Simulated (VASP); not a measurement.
Here is the system:

```
MgTe
1.0
    2.26977    -3.93136     0.00000
    2.26977     3.93136     0.00000
    0.00000     0.00000     7.38664
Mg Te
2 2
Cartesian
  2.26977  -1.31046   3.69205
  2.26977   1.31046   7.38537
  2.26977  -1.31046   6.47197
  2.26977   1.31046   2.77864
```

The numbers are results of PBE GGA with D3 dispersion (Becke-Johnson damping), VASP's PBE PAW potentials (set 64) (plane waves; VASP 6.6.1), not measurements. Run with 520 eV cut-off, 6×6×4 Γ-centred mesh, tetrahedra with Blöchl corrections, potentials Mg Te.

Unless said otherwise, spin-orbit coupling is left out, though it shifts the bands of the heavy elements here.

Q: What does the run give for the energy per atom (σ→0), band gap (on the k-mesh) with the smallest direct gap where there is one?

A: 
```json
{
  "band gap (on the k-mesh)": "2.57 eV",
  "smallest direct gap (on the k-mesh)": "2.57 eV",
  "energy per atom (σ→0)": "-3.493 eV/atom"
}
```

The compound is MgTe in the wurtzite structure. It was relaxed first.
